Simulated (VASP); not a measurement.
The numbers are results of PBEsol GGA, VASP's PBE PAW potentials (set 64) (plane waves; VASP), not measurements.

A VASP calculation is set up with these files.

**INCAR**
```
SYSTEM = Os
PREC = Accurate
ENCUT = 500
EDIFF = 1E-6
NELM = 100
ALGO = Normal
LREAL = .FALSE.
LASPH = .TRUE.
ISMEAR = 1
SIGMA = 0.1
GGA = PS
LMAXMIX = 6
LWAVE = .FALSE.
LCHARG = .FALSE.
IBRION = 2
ISIF = 3
NSW = 40
EDIFFG = -0.02
```

POSCAR:
```
Os
1
    1.3640892856    -2.3626715972     0.0000000000
    1.3640892856     2.3626715972     0.0000000000
    0.0000000000     0.0000000000     4.3138650944
Os
2
Direct
  0.3333330000   0.6666670000   0.2500000000
  0.6666670000   0.3333330000   0.7500000000
```

File KPOINTS:
```
Automatic mesh
0
Gamma
15 15 9
0 0 0
```

POTCAR, in this order: Os (PBE.64 set). Program: vasp_std.

Unless said otherwise, spin-orbit coupling is left out, though it shifts the bands of the heavy elements here.

Task: Predict the energy per atom (σ→0), band gap (on the k-mesh).

Result: 
```
Item                                                         Value
------------------------  ----------------------------------------
energy per atom (σ→0)                              -12.245 eV/atom
band gap (on the k-mesh)  none (metal, semimetal or under 0.01 eV)
```

OSZICAR:
```
...
DAV:   6    -0.248422029263E+02    0.11899E+01   -0.13162E+00  3504   0.106E+01    0.111E+01
DAV:   7    -0.244996571360E+02    0.34255E+00   -0.88671E-01  3716   0.856E+00    0.514E-01
DAV:   8    -0.244929558813E+02    0.67013E-02   -0.80848E-03  3328   0.756E-01    0.301E-01
DAV:   9    -0.244905416662E+02    0.24142E-02   -0.15172E-03  3464   0.486E-01    0.597E-02
DAV:  10    -0.244905747619E+02   -0.33096E-04   -0.58916E-05  3636   0.799E-02    0.111E-02
DAV:  11    -0.244905460417E+02    0.28720E-04   -0.70423E-06  3328   0.318E-02    0.110E-03
DAV:  12    -0.244905454655E+02    0.57621E-06   -0.16518E-07  1716   0.452E-03
   1 F= -.24490545E+02 E0= -.24490891E+02  d E =-.244905E+02
```

The compound is Os in the hcp structure. It was relaxed first.
